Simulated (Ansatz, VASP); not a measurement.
**Cross-check of K (K(110)) between VASP and Ansatz**

Wanted: the spread between two codes on one cell, functional and k mesh.

Calculated with Ansatz 0.2.0; plane waves, with VASP 6.6.1 beside it; single point at PBE.

**1. The structure**

The cell holds 5 atoms: 5 K. Its edges and angles: a = 4.529 Å, b = 4.529 Å, c = 32.793 Å, α = 90.0°, β = 90.0°, γ = 70.5°. Vacuum lies along c.

**2. VASP: single point, PBE**

With cell and atoms fixed, the geometry can't cause a difference; cores, projectors, grids and the points listed under the comparison can.

Lines of VASP's logs that name or quote its potential files are left out, and so is its time.

Input file INCAR:

```
SYSTEM = K
PREC = Normal
ENCUT = 300
EDIFF = 1E-06
NELM = 120
ISMEAR = -1
SIGMA = 0.1
LREAL = .FALSE.
ALGO = Fast
GGA = PE
NBANDS = 32
LORBIT = 11
LWAVE = .FALSE.
LCHARG = .TRUE.
IDIPOL = 3
LDIPOL = .TRUE.
DIPOL = 0.5 0.5 0.5
LVHAR = .TRUE.
LVACPOTAV = .TRUE.
LELF = .TRUE.
NEDOS = 1500
```

Input file POSCAR:

```
K
1.0
    3.6981684656     -2.6150000000      0.0000000000
    3.6981684656      2.6150000000      0.0000000000
    0.0000000000      0.0000000000     32.7926738624
K
5
Direct
    0.0000000000      0.0000000000      0.2744515448
    0.5000000000      0.5000000000      0.3872257724
    0.0000000000      0.0000000000      0.5000000000
    0.5000000000      0.5000000000      0.6127742276
    0.0000000000      0.0000000000      0.7255484552
```

Input file KPOINTS:

```
Automatic mesh
0
Gamma
12 12 1
0 0 0
```

The projector-augmented-wave data sets are K_pv (PBE family, release 64).

Launch:

```sh
mpirun -np 2 vasp_std
```

Numbers of over 12 decimals in the logs are rounded to 6 here.

What it wrote:

```text
[banner, memory and clock lines left out]
running    2 mpi-ranks, on    1 nodes
 distrk:  each k-point on    2 cores,    1 groups
 distr:  one band on    1 cores,    2 groups

 POSCAR found type information on POSCAR K
 POSCAR found :  1 types and       5 ions
 LDA part: xc-table for (Slater+PW92), standard interpolation
 POSCAR, INCAR and KPOINTS ok, starting setup
 FFT: planning ... GRIDC
 FFT: planning ... GRID_SOFT
 FFT: planning ... GRID
 WAVECAR not read
 entering main loop
       N       E                     dE             d eps       ncg     rms          rms(c)
DAV:   1     0.745054409756E+02    0.74505E+02   -0.11121E+04  3536   0.498E+02
DAV:   2    -0.304064788793E+01   -0.77546E+02   -0.74795E+02  3320   0.128E+02
DAV:   3    -0.504116666102E+01   -0.20005E+01   -0.19744E+01  3576   0.181E+01
DAV:   4    -0.509557584078E+01   -0.54409E-01   -0.54331E-01  3696   0.293E+00
DAV:   5    -0.509742428018E+01   -0.18484E-02   -0.18482E-02  3880   0.399E-01    0.330E+00
RMM:   6    -0.499897548562E+01    0.98449E-01   -0.60235E-02  3926   0.760E-01    0.186E+00
RMM:   7    -0.497363808660E+01    0.25337E-01   -0.20852E-02  3429   0.493E-01    0.124E+00
RMM:   8    -0.494006492481E+01    0.33573E-01   -0.16516E-02  3946   0.448E-01    0.191E-01
RMM:   9    -0.494054509450E+01   -0.48017E-03   -0.24723E-03  3610   0.175E-01    0.933E-02
RMM:  10    -0.494019535441E+01    0.34974E-03   -0.63942E-04  3937   0.969E-02    0.406E-02
RMM:  11    -0.494064465523E+01   -0.44930E-03   -0.55763E-04  3526   0.634E-02    0.180E-02
RMM:  12    -0.494080261730E+01   -0.15796E-03   -0.24370E-04  3665   0.389E-02    0.147E-02
RMM:  13    -0.494094127358E+01   -0.13866E-03   -0.14927E-04  3747   0.229E-02    0.611E-03
RMM:  14    -0.494096933246E+01   -0.28059E-04   -0.28163E-05  3516   0.109E-02    0.441E-03
RMM:  15    -0.494100380006E+01   -0.34468E-04   -0.17144E-05  3167   0.930E-03    0.207E-03
RMM:  16    -0.494100537563E+01   -0.15756E-05   -0.53369E-06  3068   0.451E-03    0.147E-03
RMM:  17    -0.494101532554E+01   -0.99499E-05   -0.51802E-06  2802   0.293E-03    0.558E-04
RMM:  18    -0.494101775291E+01   -0.24274E-05   -0.96968E-07  2871   0.194E-03    0.591E-04
RMM:  19    -0.494102597485E+01   -0.82219E-05   -0.62377E-07  2183   0.105E-03    0.256E-04
RMM:  20    -0.494102670170E+01   -0.72684E-06   -0.12555E-07  1710   0.828E-04
|                                                                             |
|           W    W    AA    RRRRR   N    N  II  N    N   GGGG   !!!           |
|           W    W   A  A   R    R  NN   N  II  NN   N  G    G  !!!           |
|           W    W  A    A  R    R  N N  N  II  N N  N  G       !!!           |
|           W WW W  AAAAAA  RRRRR   N  N N  II  N  N N  G  GGG   !            |
|           WW  WW  A    A  R   R   N   NN  II  N   NN  G    G                |
|           W    W  A    A  R    R  N    N  II  N    N   GGGG   !!!           |
|                                                                             |
|     Did not find any points to average over, which means that no vacuum     |
|     field-free region was found. Please increase the size of  your cell     |
|     in the dimension of the dipole correction to obtain accurate            |
|     workfunction values.                                                    |
|                                                                             |

   1 F= -.49410267E+01 E0= -.48722636E+01  d E =-.137526E+00
```

Parts of OUTCAR (step 2):

```text
ion  position               nearest neighbor table
   1  0.000  0.000  0.274-   2 4.53   2 4.53   2 5.23   2 5.23
   2  0.500  0.500  0.387-   1 4.53   3 4.53   1 4.53   3 4.53   1 5.23   3 5.23   1 5.23   3 5.23

  LATTYP: Found a base centered orthorhombic cell.
 ALAT       =     5.2300000000
 B/A-ratio  =     1.4142135624
 C/A-ratio  =     6.2701097251

 Subroutine GETGRP returns: Found  8 space group operations
 (whereof  8 operations were pure point group operations)

The static configuration has the point symmetry D_2h.

 Found     43 irreducible k-points:

   k-points           NKPTS =     43   k-points in BZ     NKDIM =     43   number of bands    NBANDS=     32

   dimension x,y,z NGX =    20 NGY =   20 NGZ =  140
   dimension x,y,z NGXF=    40 NGYF=   40 NGZF=  280

   ENCUT  =  300.0 eV  22.05 Ry    4.70 a.u.   6.40  6.40 46.31*2*pi/ulx,y,z

   NELECT =      35.0000    total number of electrons

 k-points in reciprocal lattice and weights: Automatic mesh
   0.00000000  0.00000000  0.00000000       0.007
   0.08333333 -0.00000000  0.00000000       0.028
   0.16666667 -0.00000000  0.00000000       0.028
   0.25000000  0.00000000  0.00000000       0.028
   0.33333333 -0.00000000  0.00000000       0.028
   0.41666667  0.00000000  0.00000000       0.028
   0.50000000  0.00000000  0.00000000       0.014
   0.08333333  0.08333333  0.00000000       0.014
   0.16666667  0.08333333  0.00000000       0.028
[...]
-0.41666667  0.41666667  0.00000000       0.014
   0.50000000  0.50000000  0.00000000       0.007

 dipolmoment           0.000000      0.000000      0.000000 electrons x Angstroem

 average (electrostatic) potential at core
       1 -18.0291       2 -17.8234       3 -17.8232       4 -17.8234       5 -18.0291

 E-fermi :  -1.6441

 k-point     1 :       0.0000    0.0000    0.0000
  band No.  band energies     occupation
    ...
     16      -3.7581      2.00000
     17      -3.4987      2.00000
     18      -3.0632      2.00000
     19      -2.4771      1.99952
     20      -1.8023      1.65904
     21      -0.9911      0.00291
     22      -0.4931      0.00002
     23       0.1271      0.00000
     24       0.5136      0.00000
     25       1.0924      0.00000
    ...

 k-point     2 :       0.0833   -0.0000    0.0000
  band No.  band energies     occupation
    ...
     16      -3.6919      2.00000
     17      -3.4336      2.00000
     18      -2.9996      2.00000
     19      -2.4150      1.99910
     20      -1.7416      1.45250
     21      -0.9524      0.00198
     22      -0.4416      0.00001
     23       0.1708      0.00000
     24       0.5603      0.00000
     25       1.1251      0.00000
    ...

 k-point     3 :       0.1667   -0.0000    0.0000
  band No.  band energies     occupation
    ...
     16      -3.4958      2.00000
     17      -3.2408      2.00000
     18      -2.8113      1.99998
     19      -2.2317      1.99441
     20      -1.5634      0.61710
     21      -0.8369      0.00062
     22      -0.2920      0.00000
     23       0.2935      0.00000
     24       0.6895      0.00000
     25       1.0899      0.00000
    ...

  Total        0.2651355      0.0361184      0.1235988     -0.0000000      0.0000000      0.0000000
  in kB        0.6697507      0.0912376      0.3122193     -0.0000000      0.0000000      0.0000000
  external PRESSURE =       0.3577359 kB  Pullay stress =       0.0000000 kB

  energy-cutoff  :      300.00
  volume of cell :      634.26
      direct lattice vectors                 reciprocal lattice vectors
     3.698168466 -2.615000000  0.000000000     0.135202061 -0.191204589  0.000000000
     3.698168466  2.615000000  0.000000000     0.135202061  0.191204589  0.000000000
     0.000000000  0.000000000 32.792673862     0.000000000  0.000000000  0.030494616

 POSITION                                       TOTAL-FORCE (eV/Angst)
 -----------------------------------------------------------------------------------
      0.00000      0.00000      9.00000        -0.000000      0.000000     -0.004592
      3.69817      0.00000     12.69817         0.000000      0.000000     -0.009294
      0.00000      0.00000     16.39634        -0.000000      0.000000      0.000000
      3.69817      0.00000     20.09451         0.000000      0.000000      0.009294
      0.00000      0.00000     23.79267         0.000000      0.000000      0.004592
 -----------------------------------------------------------------------------------
    total drift:                               -0.000000      0.000000      0.000000

  FREE ENERGIE OF THE ION-ELECTRON SYSTEM (eV)
  ---------------------------------------------------
  free  energy   TOTEN  =        -4.9410267017 eV

  energy  without entropy=       -4.8035005359  energy(sigma->0) =       -4.87226362

 vacuum level on the upper side and lower side of the slab         0.750         0.750

 total charge
# of ion       s       p       d       tot
------------------------------------------
    1        0.157   5.993   0.009   6.159
    2        0.150   6.010   0.013   6.174
    3        0.151   6.012   0.012   6.175
    4        0.150   6.010   0.013   6.174
    5        0.157   5.993   0.009   6.159
--------------------------------------------------
tot          0.766  30.018   0.057  30.841

[... 3 further parts left out ...]
```

This run has no spin polarisation. Its electron count is odd, so without a moment it is a metal by construction.

**3. Ansatz: single point, PBE**

Ansatz runs on its default PAW (the set named soft_2) files.

The same cell, functional, mesh and smearing now go to Ansatz, which takes its cutoff from its data sets.

Input file input.yaml:

```yaml
crystal:
  lattice:
    - [3.6981684656, -2.615, 0.0]
    - [3.6981684656, 2.615, 0.0]
    - [0.0, 0.0, 32.7926738624]
  atoms:
    - { symbol: K, position: [0.0, 0.0, 0.2744515448] }
    - { symbol: K, position: [0.5, 0.5, 0.3872257724] }
    - { symbol: K, position: [0.0, 0.0, 0.5] }
    - { symbol: K, position: [0.5, 0.5, 0.6127742276] }
    - { symbol: K, position: [0.0, 0.0, 0.7255484552] }
hamiltonian:
  xc: pbe
  pseudopotentials: { kind: paw }
kpoints:
  mp_grid: { grid: [12, 12, 1] }
scf:
  occupations: { method: fermi_dirac, width: 0.1 }
  n_extra_bands: 5
efield:
  axis: 3
  dipole_correction: true
  ramp_width: 0.04
output:
  forces: true
  eigenvalues: true
```

Launch:

```sh
ansatz run input.yaml --threads 2 --pin off --max-ram 4608MiB --backend cpu --events-out ev --progress --plain --runs-dir out
```

What it wrote:

```text
scf.n_extra_bands = 5 over 23 filled bands (N_el = 45.0): the run solves 28 bands
Engine: ansatz 0.2.0, x86_64-unknown-linux-gnu
Pseudopotentials: kind: paw
Pseudopotential: K, paw, valence charge 9, recommended cutoff 420 eV (normal), K.paw.azcp
Functional definition: PBE
  parameter kappa = 0.804
  parameter beta = 0.066725
  exchange = pbe_x(kappa = kappa, mu = beta*pi^2/3)
  correlation = pbe_c(beta = beta)
Crystal: 5 atoms, lattice volume = 634.257 Å³
Basis set: ecut = 420 eV, 12473 PW (Γ), exchange–correlation on 64×64×450 points (8 copies of the dense FFT grid, shifted against one another)
Bands: 28, of which v1, the nominal top of the filled ones, is band 23 counted from 1 (22 counted from 0)
Symmetry: 4 space group operations
k-points: 43 of 144
Non-local potential: K, projectors of the file, l = 0: 3, l = 1: 2, l = 2: 2
PAW form: soft (Blöchl's): semilocal exchange-correlation on the pseudo side does not see the compensation charge
PAW one-centre angular grid: K, 110 points (default); XC on 64 Gauss nodes
Initial density: superposition of atomic densities (neutral atoms: chi_scale 0, normalization atom), corrected by the library's trained network
Initial wavefunctions: pseudopotential atomic-orbital guess
Functional: x = pbe(κ = 0.804, μ = 0.219515), c = pbe(β = 0.066725)
SCF iter   1: F=—  HF=-7688.729157 eV  |F-HF|=—  |Δ(HF+E_count)|=         —  Δρ=6.28e-4  dr2=1.88e-1  ethr=1.77e-3  p=0.000 e·Å  D=4.88e-14 V/Å  ΔV_dip=-0.00 eV  dr2_dipole=1.04e-9  V_vac-E_F(+/−)=2.59/2.59 eV  ⟨swp⟩=10.3  Hψ=6290  notcnv=0
efield: sawtooth ramp at fractional position 0.9800 (placed from the atoms, in the widest stretch of the axis that holds none; the zero of the levels goes with the place), width 0.0400; the density the first Hamiltonian is built on has a dipole p = 0.000 e·Å; the dipole correction subtracts the counter field D = 4.88e-14 V/Å, which shifts the + side's vacuum level by -0.00 eV against the − side's; the planar-averaged density in the ramp window peaks in size at 7.6e-6 e/Å³
preconditioner: auto → LDOS  [metal: Δε(μ)=0.018 eV  Ē_g=1.854 eV  σ=0.100 eV  W_gap=0.04  n_scr=64 (ndim 8)  ℏωp=3.3 eV  f_vac=0.401  D(μ)=4.19/eV (n_scr^D=10)  β→1.0]
SCF iter   2: F=—  HF=-7688.721416 eV  |F-HF|=—  |Δ(HF+E_count)|=   7.74e-3  Δρ=2.30e-4  dr2=1.52e-3  ethr=4.17e-4  p=0.000 e·Å  D=8.92e-8 V/Å  ΔV_dip=-0.00 eV  dr2_dipole=1.08e-10  V_vac-E_F(+/−)=2.43/2.43 eV  ⟨swp⟩=1.1  Hψ=1552  notcnv=0
SCF iter   3: F=—  HF=-7688.721508 eV  |F-HF|=—  |Δ(HF+E_count)|=   9.26e-5  Δρ=2.26e-4  dr2=3.64e-4  ethr=3.38e-6  p=-0.000 e·Å  D=-4.59e-7 V/Å  ΔV_dip=0.00 eV  dr2_dipole=4.85e-18  V_vac-E_F(+/−)=2.41/2.41 eV  ⟨swp⟩=2.0  Hψ=2037  notcnv=0
SCF iter   4: F=—  HF=-7688.721422 eV  |F-HF|=—  |Δ(HF+E_count)|=   8.68e-5  Δρ=5.10e-5  dr2=5.33e-5  ethr=8.09e-7  p=-0.000 e·Å  D=-2.61e-7 V/Å  ΔV_dip=0.00 eV  dr2_dipole=6.46e-12  V_vac-E_F(+/−)=2.40/2.40 eV  ⟨swp⟩=2.0  Hψ=1916  notcnv=0
SCF iter   5: F=—  HF=-7688.721477 eV  |F-HF|=—  |Δ(HF+E_count)|=   5.50e-5  Δρ=1.75e-5  dr2=3.45e-6  ethr=1.19e-7  p=-0.000 e·Å  D=-1.22e-7 V/Å  ΔV_dip=0.00 eV  dr2_dipole=1.14e-11  V_vac-E_F(+/−)=2.40/2.40 eV  ⟨swp⟩=2.6  Hψ=2059  notcnv=0
SCF iter   6: F=—  HF=-7688.721477 eV  |F-HF|=—  |Δ(HF+E_count)|=   2.90e-7  Δρ=2.98e-6  dr2=2.63e-7  ethr=7.68e-9  p=-0.000 e·Å  D=-5.09e-8 V/Å  ΔV_dip=0.00 eV  dr2_dipole=1.95e-12  V_vac-E_F(+/−)=2.40/2.40 eV  ⟨swp⟩=2.0  Hψ=2113  notcnv=0
SCF iter   7: F=-7688.721477 eV  HF=-7688.721477 eV  |F-HF|=1.71e-8  |Δ(HF+E_count)|=   4.67e-8  Δρ=7.51e-7  dr2=3.54e-8  ethr=2.22e-10  p=-0.000 e·Å  D=-1.80e-9 V/Å  ΔV_dip=0.00 eV  dr2_dipole=1.95e-13  V_vac-E_F(+/−)=2.40/2.40 eV  ⟨swp⟩=9.2  Hψ=5296  notcnv=0
SCF 1 converged in 7 iterations: F = -7688.721477 eV  dr2 = 3.54e-8
  greatest PAW one-centre occupation: 0.988 electrons in one spin orbital (limit 2), on the K atom at site 4 (counted from 0), in its partial waves of l = 0
SCF converged after 7 iterations
Free energy (F): -7688.721477 eV
Harris-Foulkes:  -7688.721477 eV  (|F-HF|=1.71e-8)
Internal energy: -7688.583744 eV  (E = F + TS)
E sigma→0 (E₀):  -7688.652611 eV
Entropy (-TS):   -0.137733 eV (-27.547 meV/atom)
Fermi energy:    0.067165 eV
Dipole field:    D = -0.000000 V/Å  (p = -0.000001 e·Å, saw-weighted, corrected)
Work function:   Φ+ = 2.3955 eV   Φ− = 2.3955 eV
Levels:          The Fermi level and band energies are counted from a zero that moves with the ramp; work functions are not
--- Per-component energies (eV) ---
  E_band       = -792.899125
  E_kinetic    = 1261.003907
  E_local      = -14019.559188  (includes V_loc(G=0)·N_el)
  E_nonlocal   = 64.787214
  E_hartree    = 6430.179761
  E_xc         = -668.629103
  E_vxc        = -814.984077  (∫ρ·V_xc dr)
  E_paw        = -3909.261525  (= ΣΔE_a)
  E_vpaw       = -144.514596  (= ΣTr[D̂ρ^β])
  E_aug_tail   = -0.000017  (compensation charges beyond the density's cutoff)
  E_efield     = 0.000000  (sawtooth field / dipole correction)
  E_vefield    = 0.000000  (∫n·V_field dr)
  E_ewald      = 3152.895205
  E_smearing   = -0.137733  (= −TS)
  E_closure    = 0.000000  (closes the sum)
  Σ components = -7688.721477   (vs F -7688.721477, Δ=0.00e0)
--- Forces (eV/Å), atoms counted from 1 ---
  atom   1  K      0.00000000     0.00000000    -0.00371628
  atom   2  K      0.00000000     0.00000000    -0.00928147
  atom   3  K      0.00000000     0.00000000    -0.00000003
  atom   4  K      0.00000000     0.00000000     0.00928156
  atom   5  K      0.00000000     0.00000000     0.00371645
  max |Σ_I F_I| component: 2.32e-7 eV/Å
--- Band table (eV; the first three rows and the last of 43) ---
  k-point 0: bands = [... 19 lower, -15.4924, -2.0412, -1.7828, -1.3488, -0.7641, -0.0902, 0.7174, 1.2183, ... 1 higher]
  k-point 1: bands = [... 19 lower, -15.4939, -1.9752, -1.7179, -1.2853, -0.7021, -0.0296, 0.7561, 1.2698, ... 1 higher]
  k-point 2: bands = [... 19 lower, -15.4950, -1.7797, -1.5256, -1.0975, -0.5192, 0.1483, 0.8716, 1.4191, ... 1 higher]
  k-point 42: bands = [... 19 lower, -15.4970, 0.6027, 0.8091, 0.8615, 0.9365, 1.1681, 1.2471, 1.4862, ... 1 higher]
```

It took 19 s on 2 threads of Intel Xeon Platinum 8375C at 2.90GHz (Ice Lake), shared host; peak memory 1 GiB.

**4. Side by side**

Known differences besides the potentials themselves: the data sets hold 45 valence electrons in Ansatz (default PAW (the set named soft_2) files) and 35 in VASP; the cutoff is 420 eV in Ansatz and 300 eV in VASP (PREC = Normal); VASP leaves aspherical gradient terms in its spheres out (LASPH is not set), Ansatz keeps them. Total energies have different zeros and are not compared.

The two programs side by side:

```csv
quantity,Ansatz,VASP,difference
"work function, lower of the two faces (eV)",2.40,2.39,0.00
"work function, higher of the two faces (eV)",2.40,2.39,0.00
```

VASP's log warns that it found no field-free region in the vacuum, so its work functions are uncertain.

**5. What came out**

```
difference in work function, lower of the two faces (single point, PBE) : 0.0014 eV
```

What this shows: The difference in work function, lower of the two faces is 0.0014 eV (single point, PBE). How closely two codes agree says nothing of how well the functional describes the real material.

[Lines on the potential files, build, host, timing and source positions are cut from VASP's logs without a mark.]

[Logs are printed without paths, hosts, clocks, repeated set-up lines and the standing remarks that a program may print on its own settings, such as how far it seeks lower states.]

[Hosts, paths, dates, database ids (printed as entryN), source tags and the programs' standing remarks are cut or masked in the printed files.]
